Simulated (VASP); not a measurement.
Data:

```
CELL_PARAMETERS angstrom
      0.00000     1.92786     1.92786
      1.92786     0.00000     1.92786
      1.92786     1.92786     0.00000
ATOMIC_POSITIONS crystal
  Tc 0.00000 0.00000 0.00000
```

All values below come from PBEsol GGA, VASP's PBE PAW potentials (set 64) (plane waves; VASP). Numerical set-up: 300 eV cut-off, 19×19×19 Γ-centred mesh, Fermi-Dirac smearing of 0.10 eV, potentials Tc_pv.

At this cut-off the stress carries a Pulay error, which pulls relaxed volumes low.

### Question
Predict the energy per atom (σ→0), pressure, band gap (on the k-mesh) with the smallest direct gap where there is one.

### Answer

```
Property                                                    Result
------------------------  ----------------------------------------
band gap (on the k-mesh)  none (metal, semimetal or under 0.01 eV)
energy per atom (σ→0)                              -11.198 eV/atom
pressure                                                 -7.63 GPa
```

Total energies compare only between runs with the same potentials, cut-off and functional.

The structure was generated: Tc was put into an ordered model structure, which need not be its known phase. The cell was not relaxed at this level.
